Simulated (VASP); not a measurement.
Given:

```xyz
4
Lattice="3.0715 0.0000 0.0000 -1.5357 2.6600 0.0000 0.0000 0.0000 5.0433" Properties=species:S:1:pos:R:3 pbc="T T T"
Si     1.5357     0.8867     5.0415
Si     0.0000     1.7733     2.5198
C      1.5357     0.8867     1.8931
C      0.0000     1.7733     4.4147
```

Computed with SCAN meta-GGA, VASP's PBE PAW potentials (set 64) (plane waves; VASP). Numerical set-up: 520 eV cut-off, 9×9×5 Γ-centred mesh, tetrahedra with Blöchl corrections, potentials Si C.

Question: Estimate the energy per atom (σ→0), band gap (over mesh and band path) with the smallest direct gap where there is one.

Answer: 
- band gap (over mesh and band path) = 2.64 eV
- smallest direct gap (over mesh and band path) = 4.49 eV
- energy per atom (σ→0) = -10.341 eV/atom

Only differences to runs with the same potentials and settings are physical.

The structure comes from a measured SiC entry (P6_3mc) of the Crystallography Open Database, whose conditions weren't checked. It was relaxed first.
